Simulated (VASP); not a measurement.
These are HSE06 screened hybrid, VASP's PBE PAW potentials (set 64) (plane waves; VASP 6.6.1) values and carry that method's errors.

A VASP calculation is set up with these files.

### INCAR
```
SYSTEM = ZnS
PREC = Accurate
ENCUT = 300
EDIFF = 1E-6
NELM = 100
ALGO = Normal
LREAL = .FALSE.
LASPH = .TRUE.
ISMEAR = 0
SIGMA = 0.01
GGA = PE
HFSCREEN = 0.2
AEXX = 0.25
LHFCALC = .TRUE.
PRECFOCK = Fast
ISYM = 3
LMAXMIX = 4
LWAVE = .FALSE.
LCHARG = .FALSE.
ISIF = 2
```

POSCAR:
```
ZnS
1
    0.0000000000     2.6799470000     2.6799470000
    2.6799470000     0.0000000000     2.6799470000
    2.6799470000     2.6799470000     0.0000000000
Zn S
1 1
Direct
  0.0000000000   0.0000000000   0.0000000000
  0.2500000000   0.2500000000   0.2500000000
```

### KPOINTS
```
Automatic mesh
0
Gamma
3 3 3
0 0 0
```

POTCAR, in this order: Zn S (PBE.64 set). Program: vasp_std.

At this cut-off the stress carries a Pulay error, which pulls relaxed volumes low. Gaps are read on the run's mesh, which can miss a band edge.

Predict the energy per atom (σ→0), pressure, band gap (on the k-mesh).

The energy per atom (σ→0) comes out as -4092 meV/atom, the band gap (on the k-mesh) is 3.52 eV and the pressure is 3.94 GPa.

**OSZICAR**
```
...
DAV:  14    -0.818467634062E+01   -0.19769E-04   -0.16220E-05   124   0.370E-02    0.676E-02
DAV:  15    -0.818468845379E+01   -0.12113E-04   -0.70397E-06   119   0.231E-02    0.389E-02
DAV:  16    -0.818469558545E+01   -0.71317E-05   -0.28638E-06   124   0.142E-02    0.232E-02
DAV:  17    -0.818469948100E+01   -0.38956E-05   -0.12739E-06   103   0.922E-03    0.145E-02
DAV:  18    -0.818470111487E+01   -0.16339E-05   -0.59177E-07    87   0.616E-03    0.917E-03
DAV:  19    -0.818470220788E+01   -0.10930E-05   -0.29174E-07    87   0.438E-03    0.625E-03
DAV:  20    -0.818470261028E+01   -0.40240E-06   -0.13236E-07    77   0.291E-03
   1 F= -.81847026E+01 E0= -.81847026E+01  d E =-.113351E-11
```

The structure comes from a computed database's ZnS entry; how it stands against other phases isn't given here. The cell was not relaxed at this level. The k-mesh is coarse (spacing up to 0.68 per Å, 2π included), so the numbers may not be converged in it. The run is one of a series of settings (KPOINTS 3×3×3 Γ-centred mesh against the base run), some of them coarse on purpose.
